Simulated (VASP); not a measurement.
An input for Ansatz (written as the equivalent of a VASP run, and not itself run):

Ansatz 0.2 input:
```yaml
crystal:
  lattice:
    - [3.7648380, 0.0000000, 0.0000000]
    - [-1.8824190, 3.2604460, 0.0000000]
    - [0.0000000, 0.0000000, 6.1612970]
  atoms:
    - { symbol: Zr, position: [0.0000000, 0.0000000, 0.0000000] }
    - { symbol: S, position: [0.6666670, 0.3333330, 0.7620900] }
    - { symbol: S, position: [0.3333330, 0.6666670, 0.2379100] }
kpoints:
  mp_grid: { grid: [8, 8, 5] }
hamiltonian:
  xc: pbe
  pseudopotentials: { kind: paw }
  hubbard:
    sites:
      - { species: Zr, l: d, u_eff: 7 }
scf:
  occupations: { method: gaussian, width: 0.01 }
  max_iter: 100
output: { forces: true, stress: true, eigenvalues: true }
```

Write the VASP files for the same calculation (PBE+U).

One answer among several that fit: 
**INCAR**
```
SYSTEM = ZrS2
PREC = Accurate
ENCUT = 300
EDIFF = 1E-6
NELM = 100
ALGO = Normal
LREAL = .FALSE.
LASPH = .TRUE.
ISMEAR = 0
SIGMA = 0.01
GGA = PE
LMAXMIX = 4
LWAVE = .FALSE.
LCHARG = .FALSE.
ISIF = 2
LDAU = .TRUE.
LDAUTYPE = 2
LDAUL = 2 -1
LDAUU = 7.0 0
LDAUJ = 0 0
```

POSCAR:
```
ZrS2
1
    3.7648380000     0.0000000000     0.0000000000
   -1.8824190000     3.2604460000     0.0000000000
    0.0000000000     0.0000000000     6.1612970000
Zr S
1 2
Direct
  0.0000000000   0.0000000000   0.0000000000
  0.6666670000   0.3333330000   0.7620900000
  0.3333330000   0.6666670000   0.2379100000
```

### KPOINTS
```
Automatic mesh
0
Gamma
8 8 5
0 0 0
```

POTCAR, in this order: Zr_sv S (PBE.64 set). Program: vasp_std.

What does not carry over: each code has its own PAW files, so the cut-off isn't converted (ENCUT is set for VASP's; basis.ecutwfc is left out, and Ansatz then takes the one that its files recommend); Ansatz stops its SCF on the density residual and VASP on the energy change (EDIFF); the +U projectors differ, so the same U acts differently.

The structure comes from a computed database's ZrS2 entry; how it stands against other phases isn't given here. The cell was not relaxed at this level. The run is one of a series of settings (LDAU = .TRUE., LDAUJ = 0 0, LDAUL = 2 -1, LDAUTYPE = 2, LDAUU = 7.0 0 against the base run), some of them coarse on purpose.
